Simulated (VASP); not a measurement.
Data:

```xyz
1
Lattice="-1.4091 1.4091 1.4091 1.4091 -1.4091 1.4091 1.4091 1.4091 -1.4091" Properties=species:S:1:pos:R:3 pbc="T T T"
Fe     0.0000     0.0000     0.0000
```
Starting moments (μB, in the order of the record's atoms Fe): 2.7.

All values below come from r2SCAN meta-GGA, VASP's PBE PAW potentials (set 64) (plane waves; VASP). Run with 500 eV cut-off, 18×18×18 Γ-centred mesh, first-order Methfessel-Paxton smearing of 0.10 eV, potentials Fe.

Energy and stress use the plane-wave basis of the starting cell.

**Question.** The ions, cell shape and volume at an external pressure of 20.0 GPa are relaxed. What does this cell relax into?

**Answer.** 
```xyz
1
Lattice="-1.3901 1.3901 1.3901 1.3901 -1.3901 1.3901 1.3901 1.3901 -1.3901" Properties=species:S:1:pos:R:3 pbc="T T T"
Fe     0.0000     0.0000     0.0000
```
Space group Im-3m (229), at a tolerance of 0.03 Å. The cell ends with 2.56 μB, on the sites 2.60 μB.

**Question.** How do energy and volume change from the first to the last step?

**Answer.** The energy (σ→0) changes by +40.8 meV/atom and the volume by -4.0 %, in 4 ionic steps.

The compound is Fe in the bcc structure. This run relaxes it under an external pressure of 20 GPa. Symmetry was kept, so distortions that lower it aren't found.
